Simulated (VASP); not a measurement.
Input for VASP

INCAR:
```
SYSTEM = KI
PREC = Accurate
ENCUT = 500
EDIFF = 1E-6
NELM = 100
ALGO = Normal
LREAL = .FALSE.
LASPH = .TRUE.
ISMEAR = 0
SIGMA = 0.05
LMAXMIX = 4
LWAVE = .FALSE.
LCHARG = .FALSE.
IBRION = 2
ISIF = 3
NSW = 40
EDIFFG = -0.02
PSTRESS = 300
```

File KPOINTS:
```
K-points
0
gamma
8 8 8
```

### POSCAR
```
KI
1.0
  0.0000000000   2.8667461047   2.8667461047
  2.8667461047   0.0000000000   2.8667461047
  2.8667461047   2.8667461047   0.0000000000
K I
1 1
Cart
  2.8667461047   2.8667461047   5.7334922094
  2.8667461047   2.8667461047   2.8667461047
```

POTCAR, in this order: K_sv I (LDA.64 set). Program: vasp_std.

Question: Write an equivalent input for Quantum ESPRESSO's pw.x.

Answer: One equivalent input (not run):
```
&CONTROL
  calculation = 'vc-relax'
  pseudo_dir = './pseudo'
  outdir = './out'
  tprnfor = .true.
  tstress = .true.
  nstep = 40
  forc_conv_thr = 0.00078
/
&SYSTEM
  ibrav = 0
  nat = 2
  ntyp = 2
  ecutwfc = 72
  occupations = 'smearing'
  smearing = 'gaussian'
  degauss = 0.003675
  input_dft = 'pz'
/
&ELECTRONS
  conv_thr = 7.3e-08
  electron_maxstep = 100
/
&IONS
/
&CELL
  press = 300
/
ATOMIC_SPECIES
  K 39.098 K.upf
  I 126.904 I.upf
CELL_PARAMETERS angstrom
     0.0000000    2.8667461    2.8667461
     2.8667461    0.0000000    2.8667461
     2.8667461    2.8667461    0.0000000
ATOMIC_POSITIONS crystal
  K    1.0000000  1.0000000  0.0000000
  I    0.5000000  0.5000000  0.5000000
K_POINTS automatic
  8 8 8 0 0 0
```
The two are equivalent in intent, not identical: the potentials are each code's own (VASP's PAW set, PseudoDojo norm-conserving files in pw.x), so ENCUT and ecutwfc are chosen apart and not converted; conv_thr bounds pw.x's estimated SCF error, while EDIFF bounds the energy change between steps; forc_conv_thr acts on force components and is met together with etot_conv_thr.

The compound is KI in the rock salt structure. It was relaxed first under an external pressure of 30 GPa.
